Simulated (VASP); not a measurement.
Level of theory: PBE GGA, VASP's PBE PAW potentials (set 64) (plane waves; VASP).

Input for VASP

File POSCAR:
```
KBr
3.3660
  0.0000000000   1.0000000000   1.0000000000
  1.0000000000   0.0000000000   1.0000000000
  1.0000000000   1.0000000000   0.0000000000
K Br
1 1
direct
  0.0000000000   0.0000000000   0.0000000000
  0.5000000000   0.5000000000   0.5000000000
```

INCAR:
```
SYSTEM = KBr
PREC = Accurate; ENCUT = 400; LREAL = F
LASPH = T; KSPACING = 0.25; KGAMMA = T
EDIFF = 1E-6; NELM = 100; ALGO = Normal
LMAXMIX = 4
ISMEAR = 0; SIGMA = 0.05
GGA = PE
ISIF = 2
LWAVE = F; LCHARG = F
```

POTCAR, in this order: K_sv Br (PBE.64 set). Program: vasp_std.

Gaps are read on the run's mesh, which can miss a band edge.

**Question.** Predict the energy per atom (σ→0), band gap (on the k-mesh).

**Answer.** 
```
Item                               Value
------------------------  --------------
energy per atom (σ→0)     -3.112 eV/atom
band gap (on the k-mesh)         4.28 eV
```

**OSZICAR**
```
...
DAV:   7    -0.621174400153E+01    0.13566E-01   -0.14047E-01   600   0.212E+00    0.994E-01
DAV:   8    -0.622185643653E+01   -0.10112E-01   -0.16496E-02   660   0.102E+00    0.126E-01
DAV:   9    -0.622257986754E+01   -0.72343E-03   -0.83353E-04   628   0.195E-01    0.828E-02
DAV:  10    -0.622304475095E+01   -0.46488E-03   -0.53477E-04   560   0.165E-01    0.149E-02
DAV:  11    -0.622305078395E+01   -0.60330E-05   -0.20152E-05   676   0.279E-02    0.574E-03
DAV:  12    -0.622305389985E+01   -0.31159E-05   -0.31171E-06   568   0.145E-02    0.394E-03
DAV:  13    -0.622305405681E+01   -0.15696E-06   -0.49678E-07   464   0.431E-03
   1 F= -.62230541E+01 E0= -.62230541E+01  d E =-.185062E-13
```

The compound is KBr in the rock salt structure. The cell was not relaxed at this level. The run is one of a series of settings (KGAMMA = .TRUE., KSPACING = 0.25, KPOINTS file removed against the base run), some of them coarse on purpose.
